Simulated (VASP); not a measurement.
Given:

```
CELL_PARAMETERS angstrom
      0.00000     2.40952     2.40952
      2.40952     0.00000     2.40952
      2.40952     2.40952     0.00000
ATOMIC_POSITIONS crystal
  B  0.00000 0.00000 0.00000
  As 0.25000 0.25000 0.25000
```

The numbers are results of PBE GGA with D3 dispersion (Becke-Johnson damping), VASP's PBE PAW potentials (set 64) (plane waves; VASP), not measurements. Settings: 520 eV cut-off, 10×10×10 Γ-centred mesh, Gaussian smearing of 0.050 eV, potentials B As.

Task: Give the stress tensor in GPa (positive for a compressed cell).

Result: 
```
-3.87   0.00   0.00
 0.00  -3.87   0.00
 0.00   0.00  -3.87
```
The pressure is its mean diagonal, -3.87 GPa.

The compound is BAs in the zinc blende structure. This cell is one point of a volume scan, at 1.03 of the reference volume.
